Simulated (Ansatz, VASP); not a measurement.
# Cross-check of TePbSe (1T-PbSeTe monolayer) between VASP and Ansatz, part 2 of 2

Aim: how closely do two programs agree when they are given the same cell, functional and k mesh? Of the first pair: The structure shown is the start of the Ansatz relaxation below; VASP solves that cell, so the two are compared at the walk's first step.

VASP 6.6.1 and Ansatz 0.2.0.

So far: The starting structure; Ansatz: relaxation, PBE with D3(BJ); VASP: single point, PBE with D3(BJ), start cell, pair 1.

### 4. Differences

Known differences besides the potentials themselves: Ansatz cuts the interaction across the vacuum, VASP repeats the sheet with a dipole correction; the data sets hold 46 valence electrons in Ansatz (on its default PAW (the set named soft_2) files) and 26 in VASP; the cutoff is 420 eV in Ansatz and 400 eV in VASP. Total energies have different zeros and are not compared.

Forces (eV/Å; atoms numbered as in POSCAR):

```tsv
atom	Ansatz x, y, z	VASP x, y, z
Te1	0.000, 0.000, -5.010	0.000, 0.000, -5.041
Pb2	0.000, 0.000, -0.161	0.000, 0.000, -0.160
Se3	0.000, 0.000, 5.171	0.000, 0.000, 5.201
```

The forces differ by 15 meV/Å r.m.s., which is 0.6 % of the r.m.s. force of 2.415 eV/Å (both taken over all components). With vacuum in the cell, a pressure given here is an average over mostly empty space and none of the material.

### 5. Ansatz: relaxation, PBE with D3(BJ)

This run makes the geometry at which the two programs are then compared.

The structure compared here is the end of the Ansatz relaxation.

input.yaml reads:

```yaml
crystal:
  lattice:
    - [3.749942, 0.0, 0.0]
    - [-1.874971, 3.2475450347, 0.0]
    - [0.0, 0.0, 36.9533331014]
  atoms:
    - { symbol: Te, position: [0.6666666667, 0.3333333333, 0.4600396926] }
    - { symbol: Pb, position: [0.0, 0.0, 0.5043278309] }
    - { symbol: Se, position: [0.3333333333, 0.6666666667, 0.5399603074] }
  periodic: [true, true, false]
kpoints:
  mp_grid: { grid: [12, 12, 1] }
hamiltonian:
  xc: pbe
  dispersion: d3bj
scf:
  occupations: { method: fermi_dirac, width: 0.05 }
  convergence: { dr2_threshold: 1.0e-09 }
relax:
  f_tol: 0.004
  max_steps: 90
  cell: {}
output:
  write_potential: true
  write_density: true
  volumetric_format: npy
```

On the command line:

```console
$ ansatz run input.yaml --threads 8 --pin off --max-ram 12288MiB --backend cpu --events-out ev --progress --plain --runs-dir out
```

Numbers of over 12 decimals in the logs are rounded to 6 here.

The program printed:

```text
[...]
Crystal: 3 atoms, lattice volume = 450.022 Å³
Basis set: ecut = 420 eV, 8835 PW (Γ), exchange–correlation on 54×54×500 points (8 copies of the dense FFT grid, shifted against one another)
Bands: 28, of which v1, the nominal top of the filled ones, is band 23 counted from 1 (22 counted from 0)
Symmetry: 6 space group operations
[...]
the weakly bound empty levels are not read free of the cell's end (no_gap_told)
--- Relaxed structure (10 steps of the walk, 10 accepted, 1 SCFs on fresh bases) ---
[...]
cell:  # Å, volume = 482.9997 Å³
    - [3.884913, 9.989854971744974e-18, 0]
    - [-1.942456, 3.364433, 0]
    - [0, 0, 36.9533331014]
  atoms:
    - { symbol: Te, position: [0.666667, 0.333333, 0.444322] }
    - { symbol: Pb, position: [0, 0, 0.507285] }
    - { symbol: Se, position: [0.333333, 0.666667, 0.552721] }
[key lines of the parts left out:]
SCF converged after 7 iterations
Free energy (F): -24356.105681 eV
Fermi energy:    -5.393794 eV
P = ½ c Tr σ = -0.0106 N/m
```

### 6. VASP: single point, PBE with D3(BJ), relaxed cell, pair 2

The same cell, functional, mesh and smearing now go to VASP, with its own data sets.

INCAR reads:

```
SYSTEM = TePbSe
PREC = Accurate
ENCUT = 400
EDIFF = 1E-06
NELM = 120
ISMEAR = -1
SIGMA = 0.05
LREAL = .FALSE.
ALGO = Normal
GGA = PE
IVDW = 12
NBANDS = 19
LORBIT = 11
LWAVE = .FALSE.
LCHARG = .FALSE.
ISIF = 2
LDIPOL = .TRUE.
IDIPOL = 3
DIPOL = 0.5 0.5 0.502
LVHAR = .TRUE.
LASPH = .TRUE.
GGA_COMPAT = .FALSE.
NELMDL = -8
KPAR = 2
```

POSCAR reads:

```
TePbSe
1.0
    3.8849129214      0.0000000000      0.0000000000
   -1.9424564607      3.3644332814      0.0000000000
    0.0000000000      0.0000000000     36.9533331014
Te Pb Se
1 1 1
Direct
    0.6666666667      0.3333333333      0.4443220090
    0.0000000000      0.0000000000      0.5072852899
    0.3333333333      0.6666666667      0.5527205320
```

KPOINTS reads:

```
Automatic mesh
0
Gamma
12 12 1
0 0 0
```

Potentials, in the order of the species: Te, Pb_d and Se (PBE family, release 64).

On the command line:

```console
$ mpirun -np 2 vasp_std
```

The program printed:

```text
[... set-up lines as in an earlier step ...]
 entering main loop
       N       E                     dE             d eps       ncg     rms          rms(c)
DAV:   1     0.188841775106E+03    0.18884E+03   -0.81211E+03   866   0.772E+02
DAV:   2     0.967909806597E+01   -0.17916E+03   -0.17524E+03  1016   0.243E+02
DAV:   3    -0.953665985375E+01   -0.19216E+02   -0.19040E+02   887   0.883E+01
DAV:   4    -0.102583621951E+02   -0.72170E+00   -0.71768E+00  1087   0.237E+01
[...]
DAV:  27    -0.100412290731E+02   -0.59056E-05   -0.13275E-07   664   0.340E-03    0.367E-03
DAV:  28    -0.100412330327E+02   -0.39596E-05   -0.14154E-07   722   0.410E-03    0.880E-04
DAV:  29    -0.100412337887E+02   -0.75598E-06   -0.17607E-08   676   0.770E-04
   1 F= -.10865545E+02 E0= -.10852585E+02  d E =-.259195E-01
```

Parts of OUTCAR (step 6):

```text
 Edisp (eV)   -0.82431

  Total      -0.03125    -0.03125    -0.00781     0.00000    -0.00000     0.00000
  in kB      -0.10366    -0.10366    -0.02592     0.00000    -0.00000     0.00000
  external pressure =       -0.08 kB  Pullay stress =        0.00 kB

 POSITION                                       TOTAL-FORCE (eV/Angst)
 -----------------------------------------------------------------------------------
      1.94246      1.12148     16.41918        -0.000000     -0.000000     -0.001715
      0.00000      0.00000     18.74588        -0.000000      0.000000     -0.008664
     -0.00000      2.24296     20.42487         0.000000      0.000000      0.010378
 -----------------------------------------------------------------------------------
    total drift:                                0.000000      0.000000     -0.000730

  FREE ENERGIE OF THE ION-ELECTRON SYSTEM (eV)
  ---------------------------------------------------
  free  energy   TOTEN  =       -10.8655447313 eV

  energy  without entropy=      -10.8396252723  energy(sigma->0) =      -10.85258500

[... 1 part as in an earlier step ...]

[... 2 further parts left out ...]
[key lines of the parts left out:]
E-fermi :  -3.4788
```

### 7. Comparison

What differs besides the data sets and the points named for the pairs above, as far as they apply: the data sets hold 46 valence electrons in Ansatz (on its default PAW (the set named soft_2) files) and 26 in VASP. Total energies have different zeros and are not compared.

At this near-relaxed geometry the largest component of a force difference is 10 meV/Å. With vacuum in the cell, a pressure given here is an average over mostly empty space and none of the material.

### 8. Results

```json
{
 "r.m.s. force difference (single point, PBE with D3(BJ), start cell, pair 1)": "0.60 % of the r.m.s. force",
 "r.m.s. force difference (single point, PBE with D3(BJ), relaxed cell, pair 2)": "4.4 meV/Å"
}
```

What this shows: The r.m.s. force difference is 4.4 meV/Å (single point, PBE with D3(BJ), relaxed cell, pair 2), within the 12 meV/Å picked in this series as the mark of a large difference. The data sets hold unlike numbers of valence electrons (46 in Ansatz and 26 in VASP), so part of the differences comes from the potentials. Such differences can come from data sets, numerical settings and the points named under the comparisons, not from the functional's error against experiment.

[Lines on the potential files, build, host, timing and source positions are cut from VASP's logs without a mark.]

[Logs are printed without paths, hosts, clocks, repeated set-up lines and the standing remarks that a program may print on its own settings, such as how far it seeks lower states.]

[Hosts, paths, dates, database ids (printed as entryN), source tags and the programs' standing remarks are cut or masked in the printed files.]
